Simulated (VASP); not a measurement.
Crystal: H2Pb.

```xyz
3
Lattice="3.3283 0.0000 0.0000 -1.6642 2.8824 0.0000 0.0000 0.0000 5.3253" Properties=species:S:1:pos:R:3 pbc="T T T"
Pb    0.0000    0.0000    0.0000
H     0.0000    1.9216    1.3313
H     1.6642    0.9608    3.9940
```

The cell comes from a database or a generator and needn't be the stable form of this composition.

The cell isn't the ideal one: cell and atoms relaxed from a first guess.

- Program: VASP 6.6.1
- Task: relaxation of cell and atoms
- Functional: PBE
- Potentials or basis: VASP PAW PBE potentials, release 64 (Pb_d, H)
- Cutoff: 600 eV
- k mesh: 11 × 11 × 6
- Occupations: fermi-dirac, width 0.05 eV
- Spin: no spin polarisation

At the start: pressure 5.7 GPa; volume 17.03 Å³/atom.

Q: Where does the relaxation end?

A: Over 19 steps the energy falls by 231.2 meV/atom and the volume is 14.76 Å³/atom (-13.3 %); space group P-3m1 (No. 164, to 0.05 Å).

Step by step:
| step | energy change (eV) | largest force (eV/Å) | pressure (GPa) | volume (Å³) |
| --- | --- | --- | --- | --- |
| 1 | 0.0000 | 0.2378 | 5.75 | 51.09 |
| 2 | -0.2563 | 0.4391 | 1.05 | 55.65 |
| 3 | -0.3412 | 0.5508 | -1.51 | 59.69 |
| 4 | -0.3465 | 0.5702 | -1.99 | 60.78 |
| 5 | -0.4341 | 0.4854 | -1.93 | 59.35 |
| 6 | -0.5838 | 0.2496 | -1.89 | 55.74 |
| 7 | -0.6309 | 0.2318 | -1.55 | 47.65 |
| 8 | -0.6496 | 0.0569 | -1.88 | 50.77 |
| 9 | -0.6666 | 0.1787 | 0.56 | 46.97 |
| 10 | -0.6682 | 0.1480 | -0.07 | 47.83 |
| 11 | -0.6747 | 0.1269 | -0.05 | 47.27 |
| 12 | -0.6889 | 0.0607 | 0.09 | 45.62 |
| 13 | -0.6836 | 0.0854 | 0.84 | 42.36 |
| 14 | -0.6928 | 0.0199 | 0.24 | 44.48 |
| 15 | -0.6931 | 0.0012 | 0.37 | 44.07 |
| 16 | -0.6911 | 0.0479 | -0.79 | 45.04 |
| 17 | -0.6936 | 0.0146 | -0.02 | 44.38 |
| 18 | -0.6937 | 0.0074 | -0.02 | 44.33 |
| 19 | -0.6937 | 0.0010 | 0.00 | 44.29 |

Final structure:
```
Pb H
1.0
     3.74765    0.00000    0.00000
    -1.87383    3.24556    0.00000
     0.00000    0.00000    3.64148
Pb H
1 2
Direct
  0.00000 0.00000 0.00000
  0.33333 0.66667 0.22918
  0.66667 0.33333 0.77082
```
